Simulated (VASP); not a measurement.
# Sr (Strontium): the relaxed cell at several levels of theory

How much does the relaxed cell of Sr (Strontium) depend on the functional? The starting structure is a measured crystal structure from the Crystallography Open Database. The first relaxation on each setting starts from this cell expanded by 3 % in volume.

Program: VASP 6.6.1. Level of theory: Kohn-Sham DFT with plane waves and PAW; PBEsol, LDA, PBE, PBEsol + D3(BJ), r2SCAN and r2SCAN + rVV10. Results are calculated unless marked as measured.

## (1) Set-up

Symmetry: Fm-3m, No. 225, cubic system. Conventional cell: a = 6.085 Å, b = 6.085 Å, c = 6.085 Å, α = 90.00°, β = 90.00°, γ = 90.00°. Sr has 12 Sr at 4.30 Å nearest.

Coordinates:

```
Sr
1.0
     0.00000    3.04235    3.04235
     3.04235    0.00000    3.04235
     3.04235    3.04235    0.00000
Sr
1
Direct
  0.00000 0.00000 0.00000
```

## (2) Relaxation with PBEsol

PBEsol restores the gradient expansion of exchange and is tuned for the cells of solids. This run starts from the cell of an earlier relaxation, which isn't shown; the restart sets up the plane waves anew.

The input, INCAR:

```
SYSTEM = Sr
PREC = Accurate
ENCUT = 450
EDIFF = 1E-06
NELM = 100
ISMEAR = 1
SIGMA = 0.15
LREAL = .FALSE.
ALGO = Normal
GGA = PS
NBANDS = 11
LORBIT = 11
LWAVE = .FALSE.
LCHARG = .FALSE.
KPAR = 4
IBRION = 2
NSW = 50
ISIF = 3
EDIFFG = -0.006
```

The input, POSCAR:

```
Sr
1.0
    0.0000000000      2.9585747869      2.9585747869
    2.9585747869      0.0000000000      2.9585747869
    2.9585747869      2.9585747869      0.0000000000
Sr
1
Direct
    0.0000000000      0.0000000000      0.0000000000
```

The input, KPOINTS:

```
Automatic mesh
0
Gamma
12 12 12
0 0 0
```

The projector-augmented-wave data sets are Sr_sv (PBE family, release 64).

Command:

```bash
$ mpirun -np 4 vasp_std
```

Output:

```text
[banner, memory and clock lines left out]
running    4 mpi-ranks, on    1 nodes
 distrk:  each k-point on    1 cores,    4 groups
 distr:  one band on    1 cores,    1 groups

 POSCAR found type information on POSCAR Sr
 POSCAR found :  1 types and       1 ions
|                                                                             |
|               ----> ADVICE to this user running VASP <----                  |
|                                                                             |
|     You enforced a specific xc type in the INCAR file but a different       |
|     [... a line on the potential file left out ...]
|     I HOPE YOU KNOW WHAT YOU ARE DOING!                                     |
|                                                                             |

 LDA part: xc-table for (Slater+PW92), standard interpolation
 POSCAR, INCAR and KPOINTS ok, starting setup
 FFT: planning ... GRIDC
 FFT: planning ... GRID_SOFT
 FFT: planning ... GRID
 WAVECAR not read
 entering main loop
       N       E                     dE             d eps       ncg     rms          rms(c)
DAV:   1     0.314475452313E+02    0.31448E+02   -0.43750E+03  1584   0.697E+02
DAV:   2    -0.421050221297E+00   -0.31869E+02   -0.31352E+02  1838   0.142E+02
DAV:   3    -0.176684846448E+01   -0.13458E+01   -0.13314E+01  2305   0.216E+01
DAV:   4    -0.184128393247E+01   -0.74435E-01   -0.74292E-01  2002   0.468E+00
DAV:   5    -0.184500332365E+01   -0.37194E-02   -0.37192E-02  2269   0.754E-01    0.121E+01
DAV:   6    -0.184148187368E+01    0.35214E-02   -0.59786E-03  1960   0.858E-01    0.683E+00
DAV:   7    -0.183932902576E+01    0.21528E-02   -0.11084E-02  2391   0.110E+00    0.242E-01
DAV:   8    -0.183928794222E+01    0.41084E-04   -0.41229E-04  2119   0.135E-01    0.541E-02
DAV:   9    -0.183930692201E+01   -0.18980E-04   -0.64363E-05  2433   0.398E-02    0.200E-02
DAV:  10    -0.183931045952E+01   -0.35375E-05   -0.44198E-06  1939   0.176E-02    0.132E-02
DAV:  11    -0.183931010790E+01    0.35162E-06   -0.29733E-07  1041   0.448E-03
   1 F= -.18393101E+01 E0= -.18396026E+01  d E =-.183931E+01
 curvature:   0.00 expect dE= 0.000E+00 dE for cont linesearch  0.000E+00
 trial: gam= 0.00000 g(F)=  0.199E-62 g(S)=  0.117E-07 ort = 0.000E+00 (trialstep = 0.100E+01)
 search vector abs. value=  0.118E-07
 reached required accuracy - stopping structural energy minimisation
```

The job ended after 5.2 s (4 MPI ranks of Intel Xeon 6975P-C (Granite Rapids), shared host; peak memory 0.7 GiB).

Lines that name or quote the potential files are left out of all logs, and their timing lines are given in words.

Parts of OUTCAR (step 2):

```text
ion  position               nearest neighbor table
   1  0.000  0.000  0.000-

  LATTYP: Found a face centered cubic cell.
 ALAT       =     5.9171495738

 Subroutine GETGRP returns: Found 48 space group operations
 (whereof 48 operations were pure point group operations)

The static configuration has the point symmetry O_h .

 Found     72 irreducible k-points:

   k-points           NKPTS =     72   k-points in BZ     NKDIM =     72   number of bands    NBANDS=     11

   dimension x,y,z NGX =    30 NGY =   30 NGZ =   30
   dimension x,y,z NGXF=    60 NGYF=   60 NGZF=   60

   ENCUT  =  450.0 eV  33.07 Ry    5.75 a.u.   7.24  7.24  7.24*2*pi/ulx,y,z

   NELECT =      10.0000    total number of electrons

 k-points in reciprocal lattice and weights: Automatic mesh
   0.00000000  0.00000000  0.00000000       0.001
   0.08333333  0.00000000  0.00000000       0.005
   0.16666667  0.00000000  0.00000000       0.005
   0.25000000  0.00000000  0.00000000       0.005
   0.33333333  0.00000000  0.00000000       0.005
   0.41666667  0.00000000  0.00000000       0.005
   0.50000000  0.00000000  0.00000000       0.002
   0.08333333  0.08333333  0.00000000       0.003
   0.16666667  0.08333333  0.00000000       0.014
[...]
-0.33333333  0.50000000  0.16666667       0.007
  -0.25000000  0.50000000  0.25000000       0.003

 average (electrostatic) potential at core
       1 -40.4713

 E-fermi :   1.7182

 k-point     1 :       0.0000    0.0000    0.0000
  band No.  band energies     occupation
      1     -34.7191      2.00000
      2     -16.6080      2.00000
      3     -16.6080      2.00000
      4     -16.6080      2.00000
      5      -2.0495      2.00000
      6       4.0972     -0.00000
      7       4.0972     -0.00000
      8       4.0972     -0.00000
      9       5.6712      0.00000
     10       5.6712      0.00000
    ...

 k-point     2 :       0.0833    0.0000    0.0000
  band No.  band energies     occupation
      1     -34.7179      2.00000
      2     -16.6250      2.00000
      3     -16.6102      2.00000
      4     -16.6102      2.00000
      5      -1.9305      2.00000
      6       3.9130     -0.00000
      7       4.1541     -0.00000
      8       4.1541     -0.00000
      9       5.5938      0.00000
     10       5.5938      0.00000
    ...

 k-point     3 :       0.1667    0.0000    0.0000
  band No.  band energies     occupation
      1     -34.7145      2.00000
      2     -16.6712      2.00000
      3     -16.6164      2.00000
      4     -16.6164      2.00000
      5      -1.5862      2.00000
      6       3.4806     -0.00000
      7       4.2647     -0.00000
      8       4.2647     -0.00000
      9       5.4833      0.00000
     10       5.4833      0.00000
    ...

  Total       -0.0002839     -0.0002839     -0.0002839      0.0000000     -0.0000000     -0.0000000
  in kB       -0.0087825     -0.0087825     -0.0087825      0.0000000     -0.0000000     -0.0000000
  external PRESSURE =      -0.0087825 kB  Pullay stress =       0.0000000 kB

  energy-cutoff  :      450.00
  volume of cell :       51.79
      direct lattice vectors                 reciprocal lattice vectors
     0.000000000  2.958574787  2.958574787    -0.169000291  0.169000291  0.169000291
     2.958574787  0.000000000  2.958574787     0.169000291 -0.169000291  0.169000291
     2.958574787  2.958574787  0.000000000     0.169000291  0.169000291 -0.169000291

 POSITION                                       TOTAL-FORCE (eV/Angst)
 -----------------------------------------------------------------------------------
      0.00000      0.00000      0.00000        -0.000000      0.000000     -0.000000
 -----------------------------------------------------------------------------------
    total drift:                               -0.000000     -0.000000      0.000000

  FREE ENERGIE OF THE ION-ELECTRON SYSTEM (eV)
  ---------------------------------------------------
  free  energy   TOTEN  =        -1.8393101079 eV

  energy  without entropy=       -1.8401877000  energy(sigma->0) =       -1.83960264

 reached required accuracy - stopping structural energy minimisation

 total charge
# of ion       s       p       d       tot
------------------------------------------
    1        2.067   5.682   0.145   7.894

[... 3 further parts left out ...]
```

The PAW data sets were made with PBE, which is usual practice but a small mismatch for other functionals. The run keeps the 48 symmetry operations of its start, so it cannot find a distortion of lower symmetry.

With PBEsol the relaxed cell holds 51.794 Å³ an atom, -8.04 % against the measured cell, with a = 5.917 Å.

## (3) Relaxation with LDA

LDA, the lowest rung, knows the local density alone. This run starts from the cell of an earlier relaxation, which isn't shown; the restart sets up the plane waves anew.

Edit INCAR of step 2 so:

```diff
@@ -9,3 +9,3 @@
 ALGO = Normal
-GGA = PS
+GGA = CA
 NBANDS = 11
```

The input, POSCAR:

```
Sr
1.0
    0.0000000000      2.8956822034      2.8956822034
    2.8956822034      0.0000000000      2.8956822034
    2.8956822034      2.8956822034      0.0000000000
Sr
1
Direct
    0.0000000000      0.0000000000      0.0000000000
```

KPOINTS is that of step 2.

PAW data sets: Sr_sv (LDA family, release 64).

Command:

```bash
$ mpirun -np 4 vasp_std
```

Output:

```text
[banner, memory and clock lines left out]
running    4 mpi-ranks, on    1 nodes
[...]
LDA part: xc-table for (Slater(with rela. corr.)+CA(PZ))
 , standard interpolation
 POSCAR, INCAR and KPOINTS ok, starting setup
[...]
entering main loop
       N       E                     dE             d eps       ncg     rms          rms(c)
DAV:   1     0.326330200952E+02    0.32633E+02   -0.45247E+03  1592   0.715E+02
DAV:   2    -0.533460734744E+00   -0.33166E+02   -0.32606E+02  1867   0.149E+02
DAV:   3    -0.182369725764E+01   -0.12902E+01   -0.12761E+01  2182   0.220E+01
DAV:   4    -0.190211001177E+01   -0.78413E-01   -0.78276E-01  2020   0.504E+00
[...]
DAV:   8    -0.189583378182E+01    0.55550E-04   -0.52636E-04  2161   0.138E-01    0.543E-02
DAV:   9    -0.189585028477E+01   -0.16503E-04   -0.56362E-05  2402   0.416E-02    0.211E-02
DAV:  10    -0.189585088456E+01   -0.59980E-06   -0.48566E-06  2003   0.183E-02
   1 F= -.18958509E+01 E0= -.18969348E+01  d E =-.189585E+01
[...]
reached required accuracy - stopping structural energy minimisation
```

Run time: 3.6 s. Hardware: 4 MPI ranks; peak memory 0.59 GiB.

OUTCAR, selected parts (step 3):

```text
  Total       -0.0033428     -0.0033428     -0.0033428      0.0000000     -0.0000000      0.0000000
  in kB       -0.1102919     -0.1102919     -0.1102919      0.0000000     -0.0000000      0.0000000
  external PRESSURE =      -0.1102919 kB  Pullay stress =       0.0000000 kB

 POSITION                                       TOTAL-FORCE (eV/Angst)
 -----------------------------------------------------------------------------------
      0.00000      0.00000      0.00000        -0.000000      0.000000     -0.000000
 -----------------------------------------------------------------------------------
    total drift:                               -0.000000     -0.000000     -0.000000

  FREE ENERGIE OF THE ION-ELECTRON SYSTEM (eV)
  ---------------------------------------------------
  free  energy   TOTEN  =        -1.8958508846 eV

  energy  without entropy=       -1.8991026209  energy(sigma->0) =       -1.89693480

[... 2 parts as in an earlier step ...]

[... 2 further parts left out ...]
[key lines of the parts left out:]
E-fermi :   1.8960
```

With LDA the relaxed cell holds 48.560 Å³ an atom, -13.78 % against the measured cell, with a = 5.791 Å. That is -6.24 % from PBEsol.

## (4) Relaxation with PBE

PBE, the usual starting point, adds the gradient of the density. This run starts from the cell of an earlier relaxation, which isn't shown; the restart sets up the plane waves anew.

Edit INCAR of step 3 so:

```diff
@@ -9,3 +9,3 @@
 ALGO = Normal
-GGA = CA
+GGA = PE
 NBANDS = 11
```

The input, POSCAR:

```
Sr
1.0
    0.0000000000      3.0116896321      3.0116896321
    3.0116896321      0.0000000000      3.0116896321
    3.0116896321      3.0116896321      0.0000000000
Sr
1
Direct
    0.0000000000      0.0000000000      0.0000000000
```

KPOINTS is that of step 3.

PAW data sets: Sr_sv (PBE family, release 64).

Command:

```bash
$ mpirun -np 4 vasp_std
```

Output:

```text
[banner, memory and clock lines left out]
running    4 mpi-ranks, on    1 nodes
[...]
LDA part: xc-table for (Slater+PW92), standard interpolation
 POSCAR, INCAR and KPOINTS ok, starting setup
[...]
entering main loop
       N       E                     dE             d eps       ncg     rms          rms(c)
DAV:   1     0.329920216152E+02    0.32992E+02   -0.45124E+03  1584   0.710E+02
DAV:   2    -0.128388367317E+00   -0.33120E+02   -0.32544E+02  1868   0.141E+02
DAV:   3    -0.156644638313E+01   -0.14381E+01   -0.14236E+01  2318   0.225E+01
DAV:   4    -0.163391189410E+01   -0.67466E-01   -0.67303E-01  2099   0.435E+00
[...]
DAV:   9    -0.163639151967E+01   -0.19270E-04   -0.13415E-05  1898   0.318E-02    0.282E-02
DAV:  10    -0.163640212082E+01   -0.10601E-04   -0.45182E-06  1857   0.187E-02    0.383E-03
DAV:  11    -0.163640152719E+01    0.59362E-06   -0.27438E-07  1141   0.443E-03
   1 F= -.16364015E+01 E0= -.16360115E+01  d E =-.163640E+01
[...]
reached required accuracy - stopping structural energy minimisation
```

The job ended after 5 s (4 MPI ranks; peak memory 0.7 GiB; 17 s of CPU time).

From OUTCAR (step 4):

```text
  Total       -0.0000502     -0.0000502     -0.0000502      0.0000000      0.0000000     -0.0000000
  in kB       -0.0014735     -0.0014735     -0.0014735      0.0000000      0.0000000     -0.0000000
  external PRESSURE =      -0.0014735 kB  Pullay stress =       0.0000000 kB

 POSITION                                       TOTAL-FORCE (eV/Angst)
 -----------------------------------------------------------------------------------
      0.00000      0.00000      0.00000         0.000000      0.000000     -0.000000
 -----------------------------------------------------------------------------------
    total drift:                               -0.000000     -0.000000      0.000000

  FREE ENERGIE OF THE ION-ELECTRON SYSTEM (eV)
  ---------------------------------------------------
  free  energy   TOTEN  =        -1.6364015272 eV

  energy  without entropy=       -1.6352315523  energy(sigma->0) =       -1.63601154

[... 2 parts as in an earlier step ...]

[... 2 further parts left out ...]
[key lines of the parts left out:]
E-fermi :   1.6087
```

With PBE the relaxed cell holds 54.634 Å³ an atom, -2.99 % against the measured cell, with a = 6.023 Å. That is +5.48 % from PBEsol.

## (5) Relaxation with PBEsol + D3(BJ)

D3 with Becke-Johnson damping keeps a finite attraction at short range. This run starts from the cell of an earlier relaxation, which isn't shown; the restart sets up the plane waves anew.

Edit INCAR of step 4 so:

```diff
@@ -9,3 +9,4 @@
 ALGO = Normal
-GGA = PE
+GGA = PS
+IVDW = 12
 NBANDS = 11
```

The input, POSCAR:

```
Sr
1.0
    0.0000000000      2.8995210848      2.8995210848
    2.8995210848      0.0000000000      2.8995210848
    2.8995210848      2.8995210848      0.0000000000
Sr
1
Direct
    0.0000000000      0.0000000000      0.0000000000
```

KPOINTS is that of step 4.

Command:

```bash
$ mpirun -np 4 vasp_std
```

Output:

```text
[banner, memory and clock lines left out]
running    4 mpi-ranks, on    1 nodes
[...]
[... a notice as in an earlier step ...]

 LDA part: xc-table for (Slater+PW92), standard interpolation
 POSCAR, INCAR and KPOINTS ok, starting setup
[...]
entering main loop
       N       E                     dE             d eps       ncg     rms          rms(c)
DAV:   1     0.315953771271E+02    0.31595E+02   -0.45797E+03  1584   0.715E+02
DAV:   2    -0.439390800637E+00   -0.32035E+02   -0.31492E+02  1840   0.143E+02
DAV:   3    -0.178025721762E+01   -0.13409E+01   -0.13295E+01  2311   0.215E+01
DAV:   4    -0.183739333102E+01   -0.57136E-01   -0.57019E-01  1990   0.413E+00
[...]
DAV:   9    -0.183118416272E+01   -0.17458E-04   -0.57652E-05  2420   0.383E-02    0.202E-02
DAV:  10    -0.183118723183E+01   -0.30691E-05   -0.44481E-06  1889   0.176E-02    0.133E-02
DAV:  11    -0.183118687739E+01    0.35444E-06   -0.31342E-07  1083   0.448E-03
   1 F= -.20882400E+01 E0= -.20890530E+01  d E =-.208824E+01
[...]
N       E                     dE             d eps       ncg     rms          rms(c)
DAV:   1    -0.183094616086E+01    0.24107E-03   -0.28062E-03  1945   0.377E-01    0.802E-02
DAV:   2    -0.183085963652E+01    0.86524E-04   -0.28940E-04  1844   0.132E-01    0.348E-02
DAV:   3    -0.183082392031E+01    0.35716E-04   -0.14497E-04  2462   0.661E-02    0.310E-02
DAV:   4    -0.183082921326E+01   -0.52930E-05   -0.21795E-06  1880   0.117E-02    0.136E-02
DAV:   5    -0.183083259552E+01   -0.33823E-05   -0.10370E-05  2066   0.166E-02    0.275E-03
DAV:   6    -0.183083300396E+01   -0.40844E-06   -0.32256E-07  1033   0.426E-03
   2 F= -.20882500E+01 E0= -.20890714E+01  d E =-.991795E-05
 trial-energy change:   -0.000010  1 .order   -0.000009   -0.000012   -0.000005
 step:   1.7367(harm=  1.7367)  dis= 0.00000  next Energy=    -2.088251 (dE=-0.108E-04)
 reached required accuracy - stopping structural energy minimisation
```

Run time: 6.2 s. Hardware: 4 MPI ranks; peak memory 0.7 GiB.

Parts of OUTCAR (step 5):

```text
 Edisp (eV)   -0.25705

 Edisp (eV)   -0.25742

  Total      -0.00393    -0.00393    -0.00393     0.00000     0.00000     0.00000
  in kB      -0.12940    -0.12940    -0.12940     0.00000     0.00000     0.00000
  external pressure =       -0.13 kB  Pullay stress =        0.00 kB

 POSITION                                       TOTAL-FORCE (eV/Angst)
 -----------------------------------------------------------------------------------
      0.00000      0.00000      0.00000         0.000000      0.000000      0.000000
 -----------------------------------------------------------------------------------
    total drift:                               -0.000000     -0.000000     -0.000000

  FREE ENERGIE OF THE ION-ELECTRON SYSTEM (eV)
  ---------------------------------------------------
  free  energy   TOTEN  =        -2.0882499599 eV

  energy  without entropy=       -2.0907141978  energy(sigma->0) =       -2.08907137

[... 2 parts as in an earlier step ...]

[... 2 further parts left out ...]
[key lines of the parts left out:]
E-fermi :   1.9527
```

With PBEsol + D3(BJ) the relaxed cell holds 48.688 Å³ an atom, -13.55 % against the measured cell, with a = 5.796 Å. That is -6.00 % from PBEsol.

(Continued in part 2 of 2.)

[Lines on the potential files, build, host, timing and source positions are cut from VASP's logs without a mark.]

[Logs are printed without paths, hosts, clocks, repeated set-up lines and the standing remarks that a program may print on its own settings, such as how far it seeks lower states.]

[Hosts, paths, dates, database ids (printed as entryN), source tags and the programs' standing remarks are cut or masked in the printed files.]
